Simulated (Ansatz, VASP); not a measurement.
# MgBe2SeS2: VASP beside Ansatz

```
CELL_PARAMETERS angstrom
3.99660 0.00000 0.00000
-1.99830 3.46116 0.00000
0.00000 0.00000 8.70076
ATOMIC_POSITIONS crystal
Mg 0.00000 0.00000 0.00000
Be 0.33333 0.66667 0.50000
Be 0.66667 0.33333 0.50000
Se 0.00000 0.00000 0.50000
S 0.00000 0.00000 0.71790
S 0.00000 0.00000 0.28210
```

Alike in both runs: task relaxation of cell and atoms; functional PBE; k mesh 6 × 6 × 2; occupations gaussian, width 0.1 eV; no spin polarisation.

```csv
,VASP,Ansatz
version,VASP 6.6.1,Ansatz 0.2.0
potentials or method,"VASP PAW PBE potentials, release 64 (Mg, Be, Se, S)","scalar-relativistic, plane waves, PAW"
plane-wave cutoff (eV),600,420
valence electrons in the cell,24,42
```

VASP gave:

| Quantity | Value |
| --- | --- |
| gap on the k mesh at the Fermi level, each at its own relaxed structure (eV) | none |
| relaxed volume (Å³/atom) | 27.37 |
| relaxed cell length with the largest relative difference (Å) | 11.625 |
| energy change over the relaxation (meV/atom) | -698 |

Q: Estimate Ansatz's values.

A: gap on the k mesh at the Fermi level, each at its own relaxed structure (eV): none; relaxed volume (Å³/atom): 24.58; relaxed cell length with the largest relative difference (Å): 9.279; energy change over the relaxation (meV/atom): -774.

A gap of «none» marks a metal or a gap that the smearing closes. One of these differences is far larger than is usual between the two programs; its cause wasn't traced. The two sets of potentials don't hold the same shells in valence.

Caveats: the k mesh is coarse (spacing up to 0.36 Å⁻¹), so the values aren't converged; the volume moved by over 15 % at a fixed basis, so the end points are rough (VASP).
